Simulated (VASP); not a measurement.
Input:

```
Cu3Hf
1.0
   -2.01187     2.01187     3.38482
    2.01187    -2.01187     3.38482
    2.01187     2.01187    -3.38482
Hf Cu
1 3
Cartesian
  0.00000   0.00000   0.00000
  0.00000   2.01187   1.69241
  2.01187   0.00000   1.69241
  0.00000   0.00000   3.38482
```

Computed with PBEsol GGA, VASP's PBE PAW potentials (set 64) (plane waves; VASP). Run with 400 eV cut-off, Gaussian smearing of 0.050 eV, potentials Hf_pv Cu.

Q: Give the energies of bands 11 to 24 at the high-symmetry points, in eV from the Fermi level.

A: 
| band | Γ | X | P | N | M | S | R |
|---|---|---|---|---|---|---|---|
| 11 | -3.62 | -3.63 | -3.47 | -3.81 | -3.42 | -3.68 | -3.58 |
| 12 | -3.62 | -3.26 | -3.47 | -3.75 | -3.20 | -3.39 | -3.49 |
| 13 | -3.27 | -3.16 | -3.31 | -3.74 | -3.20 | -3.33 | -3.33 |
| 14 | -3.27 | -3.12 | -3.13 | -3.63 | -2.87 | -3.31 | -3.16 |
| 15 | -2.98 | -3.04 | -3.12 | -3.48 | -2.71 | -2.90 | -3.02 |
| 16 | -2.84 | -2.92 | -2.69 | -2.75 | -2.52 | -2.87 | -2.90 |
| 17 | -2.82 | -2.55 | -2.69 | -2.68 | -2.45 | -2.80 | -2.51 |
| 18 | -2.51 | -2.54 | -2.44 | -2.59 | -2.45 | -2.55 | -2.48 |
| 19 | -2.48 | -2.50 | -2.42 | -2.36 | -2.45 | -2.45 | -2.40 |
| 20 | 0.30 | -1.47 | -2.27 | -2.06 | -2.29 | -2.06 | -1.79 |
| 21 | 0.31 | -0.69 | -1.26 | -0.85 | 0.14 | -2.03 | -1.62 |
| 22 | 0.31 | -0.60 | -1.26 | 0.10 | 0.70 | 0.33 | -1.34 |
| 23 | 1.99 | -0.18 | 1.13 | 2.18 | 0.70 | 1.69 | 1.31 |
| 24 | 3.27 | 1.86 | 1.13 | 2.46 | 2.81 | 2.35 | 2.09 |

It has no gap at this level: it comes out as a metal or semimetal.

The structure comes from a computed database's HfCu3 entry (I4/mmm); how it stands against other phases isn't given here. It was relaxed first. The electron count is odd and the run is not spin-polarised, which forces a metal.
